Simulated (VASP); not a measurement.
# Li3Y (P6_3/mmc) in VASP: single point with PBE

Aim: the single point of Li3Y with PBE.

Program: VASP 6.6.1. These are calculated values, not measurements. Logs are shortened: lines on timing, memory, paths and dates and some standing lists are left out, and cuts for length are marked.

## (1) The crystal as given

Symmetry: P6_3/mmc, No. 194, hexagonal system. Conventional cell: a = 6.568 Å, b = 6.568 Å, c = 4.993 Å, α = 90.00°, β = 90.00°, γ = 120.00°. Li (site symmetry mm2) has 6 Li at 2.95 to 3.02 Å and 4 Y at 3.25 to 3.29 Å as nearest neighbours. Around Y (site symmetry -6m2) lie 12 Li at 3.25 to 3.29 Å.

The cell comes from a database or a generator and needn't be the stable form of this composition.

## (2) Single point, PBE

File INCAR:

```
SYSTEM = Li3Y
PREC = Accurate
ENCUT = 520
EDIFF = 1E-7
ISMEAR = -1
SIGMA = 0.15
LREAL = .False.
LASPH = .True.
NELM = 100
ALGO = Normal
ISIF = 2
LWAVE = .False.
LCHARG = .False.
GGA = PE
NBANDS = 30
```

File KPOINTS:

```
Automatic mesh
0
Gamma
  4 4 5
  0 0 0
```

File POSCAR:

```
Li3Y
1.0
    6.5680938900      0.0000000000      0.0000000000
   -3.2840469400      5.6881361600      0.0000000000
    0.0000000000      0.0000000000      4.9927860000
Li Y
6 2
Direct
    0.2995379994      0.1497689992      0.7500000000
    0.8502309996      0.1497689992      0.7500000000
    0.8502309986      0.7004619998      0.7500000000
    0.7004619991      0.8502310008      0.2500000000
    0.1497690004      0.8502310008      0.2500000000
    0.1497689999      0.2995380002      0.2500000000
    0.6666666703      0.3333333304      0.2500000000
    0.3333333297      0.6666666696      0.7500000000
```

Potentials or basis: VASP PAW PBE potentials, release 64 (Li_sv, Y_sv).

The run is started by

```
$ cat potpaw_PBE.64/Li_sv/POTCAR potpaw_PBE.64/Y_sv/POTCAR > POTCAR
$ mpirun -np 1 vasp_std > vasp.out
```

OUTCAR:

```text
SYSTEM = Li3Y
   PREC = Accurate
   ENCUT = 520
   EDIFF = 1E-7
   ISMEAR = -1
   LREAL = .False.
   LASPH = .True.
   NELM = 100
   ISIF = 2
   GGA = PE

 ion  position               nearest neighbor table
   1  0.300  0.150  0.750-   7 3.25   7 3.25   8 3.29   8 3.29
   2  0.850  0.150  0.750-   7 3.25   7 3.25   8 3.29   8 3.29
   3  0.850  0.700  0.750-   7 3.25   7 3.25   8 3.29   8 3.29
   4  0.700  0.850  0.250-   8 3.25   8 3.25   7 3.29   7 3.29
   5  0.150  0.850  0.250-   8 3.25   8 3.25   7 3.29   7 3.29
   6  0.150  0.300  0.250-   8 3.25   8 3.25   7 3.29   7 3.29
   7  0.667  0.333  0.250-   2 3.25   2 3.25   3 3.25   3 3.25   1 3.25   1 3.25   4 3.29   6 3.29
                             5 3.29   5 3.29   6 3.29   4 3.29
   8  0.333  0.667  0.750-   5 3.25   5 3.25   6 3.25   6 3.25   4 3.25   4 3.25   1 3.29   3 3.29
                             2 3.29   2 3.29   3 3.29   1 3.29

  LATTYP: Found a hexagonal cell.
 ALAT       =     6.5680938900
 C/A-ratio  =     0.7601575257

  Lattice vectors:

 A1 = (   6.5680938900,   0.0000000000,   0.0000000000)
 A2 = (  -3.2840469400,   5.6881361600,   0.0000000000)
 A3 = (   0.0000000000,   0.0000000000,   4.9927860000)

Analysis of symmetry for initial positions (statically):
=====================================================================
 Subroutine PRICEL returns:
 Original cell was already a primitive cell.

 Routine SETGRP: Setting up the symmetry group for a
 hexagonal supercell.

 Subroutine GETGRP returns: Found 24 space group operations
 (whereof 12 operations were pure point group operations)
 out of a pool of 24 trial point group operations.

The static configuration has the point symmetry D_3d.
 The point group associated with its full space group is D_6h.

Analysis of symmetry for dynamics (positions and initial velocities):
=====================================================================
 Subroutine PRICEL returns:
 Original cell was already a primitive cell.

 Routine SETGRP: Setting up the symmetry group for a
 hexagonal supercell.

 Subroutine GETGRP returns: Found 24 space group operations
 (whereof 12 operations were pure point group operations)
 out of a pool of 24 trial point group operations.

The dynamic configuration has the point symmetry D_3d.
 The point group associated with its full space group is D_6h.

 Subroutine INISYM returns: Found 24 space group operations
 (whereof 12 operations are pure point group operations),
 and found     1 'primitive' translations

----------------------------------------------------------------------------------------

                                     Primitive cell

  volume of cell :     186.5315

  direct lattice vectors                    reciprocal lattice vectors
     6.568093890  0.000000000  0.000000000     0.152251173  0.087902256  0.000000000
    -3.284046940  5.688136160  0.000000000     0.000000000  0.175804512  0.000000000
     0.000000000  0.000000000  4.992786000     0.000000000  0.000000000  0.200288977

  length of vectors
     6.568093890  6.568093885  4.992786000     0.175804512  0.175804512  0.200288977

  position of ions in fractional coordinates (direct lattice)
     0.299537999  0.149768999  0.750000000
     0.850231000  0.149768999  0.750000000
     0.850230999  0.700462000  0.750000000
     0.700461999  0.850231001  0.250000000
     0.149769000  0.850231001  0.250000000
     0.149769000  0.299538000  0.250000000
     0.666666670  0.333333330  0.250000000
     0.333333330  0.666666670  0.750000000

  ion indices of the primitive-cell ions
   primitive index   ion index
                 1           1
                 2           2
                 3           3
                 4           4
                 5           5
                 6           6
                 7           7
                 8           8

----------------------------------------------------------------------------------------

 KPOINTS: Automatic mesh

Automatic generation of k-mesh.
 Grid dimensions read from file:
 generate k-points for:    4    4    5

 Generating k-lattice:

  Cartesian coordinates                     Fractional coordinates (reciprocal lattice)
     0.038062793  0.021975564  0.000000000     0.250000000 -0.000000000  0.000000000
     0.000000000  0.043951128  0.000000000     0.000000000  0.250000000  0.000000000
     0.000000000  0.000000000  0.040057795     0.000000000  0.000000000  0.200000000

  Length of vectors
     0.043951128  0.043951128  0.040057795

  Shift w.r.t. Gamma in fractional coordinates (k-lattice)
     0.000000000  0.000000000  0.000000000

 Subroutine IBZKPT returns following result:
 ===========================================

 Found     12 irreducible k-points:

 Following reciprocal coordinates:
            Coordinates               Weight
  0.000000  0.000000  0.000000      1.000000
  0.250000  0.000000  0.000000      6.000000
  0.500000  0.000000  0.000000      3.000000
  0.250000  0.250000  0.000000      6.000000
  0.000000  0.000000  0.200000      2.000000
  0.250000  0.000000  0.200000     12.000000
  0.500000  0.000000  0.200000      6.000000
  0.250000  0.250000  0.200000     12.000000
  0.000000  0.000000  0.400000      2.000000
  0.250000  0.000000  0.400000     12.000000
  0.500000  0.000000  0.400000      6.000000
  0.250000  0.250000  0.400000     12.000000
   k-points           NKPTS =     12   k-points in BZ     NKDIM =     12   number of bands    NBANDS=     30
   number of dos      NEDOS =    301   number of ions     NIONS =      8
   total plane-waves  NPLWV = 100000
   dimension x,y,z NGX =    50 NGY =   50 NGZ =   40
   dimension x,y,z NGXF=   100 NGYF=  100 NGZF=   80
   ions per type =               6   2
   NGX,Y,Z   is equivalent  to a cutoff of  12.66, 12.66, 13.32 a.u.
   NGXF,Y,Z  is equivalent  to a cutoff of  25.31, 25.31, 26.64 a.u.
 SYSTEM =  Li3Y
   PREC   = accura    normal or accurate (medium, high low for compatibility)
   ISTART =      0    job   : 0-new  1-cont  2-samecut
   ICHARG =      2    charge: 1-file 2-atom 10-const
   ISPIN  =      1    spin polarized calculation?
   LNONCOLLINEAR =      F non collinear calculations
   LSORBIT =      F    spin-orbit coupling
   LASPH  =      T    aspherical Exc in radial PAW
   ENCUT  =  520.0 eV  38.22 Ry    6.18 a.u.  12.21 12.21  9.28*2*pi/ulx,y,z
   NELM   =    100;   NELMIN=  2; NELMDL= -5     # of ELM steps
   EDIFF  = 0.1E-06   stopping-criterion for ELM
   LREAL  =      F    real-space projection
   EDIFFG = 0.1E-05   stopping-criterion for IOM
   NSW    =      0    number of steps for IOM
   IBRION =     -1    ionic relax: 0-MD 1-quasi-New 2-CG
   NFREE  =      0    steps in history (QN), initial steepest desc. (CG)
   ISIF   =      2    stress and relaxation
   ISYM   =      2    0-nonsym 1-usesym 2-fastsym
   POTIM  = 0.5000    time-step for ionic-motion
   TEBEG  =    0.0;   TEEND  =   0.0 temperature during run
   PSTRESS=    0.0 pullay stress
   NELECT =      40.0000    total number of electrons
   NUPDOWN=      -1.0000    fix difference up-down
   EMIN   =  10.00;   EMAX   =-10.00  energy-range for DOS
   EFERMI =   0.00;   METHOD = LEGACY
   ISMEAR =    -1;   SIGMA  =   0.15  broadening in eV -4-tet -1-fermi 0-gaus
   EFERMI_NEDOS =   21; number of points for ismear=-14 and -15
   IALGO  =     38    algorithm
   IMIX   =      4    mixing-type and parameters
     AMIX     =   0.40;   BMIX     =  1.00
     AMIX_MAG =   1.60;   BMIX_MAG =  1.00
  volume/ion in A,a.u.               =      23.32       157.35
  Fermi-wavevector in a.u.,A,eV,Ry     =   0.979890  1.851724 13.064106  0.960185
  Thomas-Fermi vector in A             =   2.110778
   LORBIT       =      0    0 simple, 1 ext, 2 COOP (PROOUT), +10 PAW based schemes
   GGA     = PE    functional components
   LHFCALC =     F    Hartree Fock is set to
   AEXX    =    0.0000 exact exchange contribution
   IVDW    =     0    specifies the selected vdW correction
   LEPSILON=     F    determine dielectric tensor
   LRPA    =     F    only Hartree local field effects (RPA)
 non-spin polarized calculation
  energy-cutoff  :      520.00
  volume of cell :      186.53
 maximum number of plane-waves:      5044
 NGX is ok and might be reduce to    50
   NGX = 25   NGY = 25   NGZ = 19

 number of electron      40.0000018 magnetization

 Free energy of the ion-electron system (eV)
  ---------------------------------------------------
  ext. energy  EPLUGINS =         0.00000000
  ---------------------------------------------------
  free energy    TOTEN  =       -23.16667683 eV

  energy without entropy =      -22.56172847  energy(sigma->0) =      -22.86420265

 E-fermi :   1.4541     XC(G=0):  -7.9446

 val. band max:        1.4394875423   @ k =   0.2500   0.0000   0.0000
 cond. band min:       1.4544828333   @ k =   0.2500   0.0000   0.0000
 fundamental gap:      0.0149952910
 Fermi energy:         1.4540574794

 k-point     1 :       0.0000    0.0000    0.0000
  band No.  band energies     occupation
      1     -44.5727      2.00000
      2     -44.5613      2.00000
      3     -44.5613      2.00000
      4     -44.5580      2.00000
      5     -44.5541      2.00000
      6     -44.5541      2.00000
[... 22 lines left out ...]
     29       3.4219      0.00000
     30       3.7625      0.00000

 k-point     2 :       0.2500    0.0000    0.0000
  band No.  band energies     occupation
      1     -44.5724      2.00000
      2     -44.5615      2.00000
      3     -44.5612      2.00000
      4     -44.5578      2.00000
      5     -44.5544      2.00000
      6     -44.5541      2.00000
[... 22 lines left out ...]
     29       3.8715      0.00000
     30       3.9026      0.00000

 k-point     3 :       0.5000    0.0000    0.0000
  band No.  band energies     occupation
      1     -44.5720      2.00000
      2     -44.5619      2.00000
      3     -44.5613      2.00000
      4     -44.5575      2.00000
      5     -44.5547      2.00000
      6     -44.5541      2.00000
[... 22 lines left out ...]
     29       4.8934      0.00000
     30       5.0973      0.00000

 k-point     4 :       0.2500    0.2500    0.0000
  band No.  band energies     occupation
      1     -44.5720      2.00000
      2     -44.5617      2.00000
      3     -44.5614      2.00000
      4     -44.5575      2.00000
      5     -44.5545      2.00000
      6     -44.5543      2.00000
[... 22 lines left out ...]
     29       4.7605      0.00000
     30       4.8034      0.00000

 k-point     5 :       0.0000    0.0000    0.2000
  band No.  band energies     occupation
      1     -44.5713      2.00000
      2     -44.5606      2.00000
      3     -44.5606      2.00000
      4     -44.5594      2.00000
      5     -44.5548      2.00000
      6     -44.5548      2.00000
[... 22 lines left out ...]
     29       3.8569      0.00000
     30       4.0122      0.00000
[... 130 lines left out ...]
     29       4.1469      0.00000
     30       4.1469      0.00000

 k-point    10 :       0.2500    0.0000    0.4000
  band No.  band energies     occupation
      1     -44.5673      2.00000
      2     -44.5628      2.00000
      3     -44.5590      2.00000
      4     -44.5588      2.00000
      5     -44.5568      2.00000
      6     -44.5566      2.00000
[... 22 lines left out ...]
     29       4.2176      0.00000
     30       4.2646      0.00000

 k-point    11 :       0.5000    0.0000    0.4000
  band No.  band energies     occupation
      1     -44.5670      2.00000
      2     -44.5625      2.00000
      3     -44.5594      2.00000
      4     -44.5588      2.00000
      5     -44.5571      2.00000
      6     -44.5566      2.00000
[... 22 lines left out ...]
     29       4.3441      0.00000
     30       4.3529      0.00000

 k-point    12 :       0.2500    0.2500    0.4000
  band No.  band energies     occupation
      1     -44.5670      2.00000
      2     -44.5625      2.00000
      3     -44.5592      2.00000
      4     -44.5590      2.00000
      5     -44.5570      2.00000
      6     -44.5567      2.00000
[... 22 lines left out ...]
     29       3.8072      0.00000
     30       4.2240      0.00000

------------------------ aborting loop because EDIFF is reached ----------------------------------------

  FORCE on cell =-STRESS in cart. coord.  units (eV):
  Direction    XX          YY          ZZ          XY          YZ          ZX
  --------------------------------------------------------------------------------------
  -------------------------------------------------------------------------------------
  Total        0.1147756      0.1147756      0.1100552      0.0000000      0.0000000      0.0000000
  in kB        0.9858434      0.9858434      0.9452985      0.0000000      0.0000000      0.0000000
  external PRESSURE =       0.9723284 kB  Pullay stress =       0.0000000 kB

 VOLUME and BASIS-vectors are now :
 -----------------------------------------------------------------------------
  energy-cutoff  :      520.00
  volume of cell :      186.53
      direct lattice vectors                 reciprocal lattice vectors
     6.568093890  0.000000000  0.000000000     0.152251173  0.087902256  0.000000000
    -3.284046940  5.688136160  0.000000000     0.000000000  0.175804512  0.000000000
     0.000000000  0.000000000  4.992786000     0.000000000  0.000000000  0.200288977

 POSITION                                       TOTAL-FORCE (eV/Angst)
 -----------------------------------------------------------------------------------
      1.47555      0.85191      3.74459         0.031328      0.018087      0.000000
      5.09255      0.85191      3.74459        -0.031328      0.018087      0.000000
      3.28405      3.98432      3.74459        -0.000000     -0.036174     -0.000000
      1.80850      4.83623      1.24820        -0.031328     -0.018087     -0.000000
     -1.80850      4.83623      1.24820         0.031328     -0.018087      0.000000
      0.00000      1.70381      1.24820         0.000000      0.036174      0.000000
      3.28405      1.89605      1.24820        -0.000000      0.000000      0.000000
     -0.00000      3.79209      3.74459        -0.000000      0.000000      0.000000
 -----------------------------------------------------------------------------------
    total drift:                               -0.000011      0.000010     -0.000000

  FREE ENERGIE OF THE ION-ELECTRON SYSTEM (eV)
  ---------------------------------------------------
  free  energy   TOTEN  =       -23.1666768256 eV

  energy  without entropy=      -22.5617284665  energy(sigma->0) =      -22.86420265
```

It took 99 s on 1 thread of Intel Xeon Platinum 8259CL at 2.50GHz (Skylake/Cascade Lake), shared host; peak memory 0.33 GiB.

What came out:

```
Free energy            : -23.1667 eV
Largest force          : 0.036 eV/Å
Band gap on the k mesh : none (metal or under the smearing width)
```

Forces in eV/Å, atoms in the order of the input:
```
Li   0.031  0.018  0.000
Li  -0.031  0.018  0.000
Li   0.000 -0.036  0.000
Li  -0.031 -0.018  0.000
Li   0.031 -0.018  0.000
Li   0.000  0.036  0.000
Y    0.000  0.000  0.000
Y    0.000  0.000  0.000
```

Levels at points of the mesh, in eV from the Fermi level:
```tsv
k point	band 17	band 18	band 19	band 20	band 21	band 22	band 23	band 24
(0.00, 0.00, 0.00)	-0.62	-0.41	-0.41	-0.24	-0.24	0.48	0.91	0.91
(0.50, 0.00, 0.00)	-1.60	-0.54	-0.05	0.29	0.31	0.44	0.45	1.05
```

Caveat: the cutoff is under 1.25 times the usual one of these potentials, so pressure, stress and relaxed cells hold a basis-set (Pulay) error.
